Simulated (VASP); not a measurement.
Consider the following.

```yaml
crystal:
  lattice:
    - [1.43141, -5.00158, 0.00000]
    - [1.43141, 5.00158, 0.00000]
    - [0.00000, 0.00000, 4.02970]
  atoms:
    - { symbol: Ge, position: [0.64903, 0.35097, 0.25000] }
    - { symbol: Ge, position: [0.35097, 0.64903, 0.75000] }
    - { symbol: Rh, position: [0.90417, 0.09583, 0.25000] }
    - { symbol: Rh, position: [0.09583, 0.90417, 0.75000] }
```

All values below come from PBEsol GGA, VASP's PBE PAW potentials (set 64) (plane waves; VASP 6.6.1). Numerical set-up: 400 eV cut-off, 12×12×9 Γ-centred mesh, tetrahedra with Blöchl corrections, potentials Ge_d Rh_pv.

The cores are frozen, which limits the accuracy of field gradients.

**Question.** Give the principal components of the electric field gradient (V/Å²) and the asymmetry η at each nucleus.

**Answer.** 
```json
[
 {"atom": "Ge1", "Vxx": "55.3", "Vyy": "32.9", "Vzz": "-88.2", "η": "0.25"},
 {"atom": "Ge2", "Vxx": "55.3", "Vyy": "32.9", "Vzz": "-88.2", "η": "0.25"},
 {"atom": "Rh3", "Vxx": "19.9", "Vyy": "8.9", "Vzz": "-28.9", "η": "0.38"},
 {"atom": "Rh4", "Vxx": "19.9", "Vyy": "8.9", "Vzz": "-28.9", "η": "0.38"}
]
```

The structure was generated: GeRh was put into the CrB type (Cmcm), which need not be its known phase. It was relaxed first, which changed the volume by -49 %.
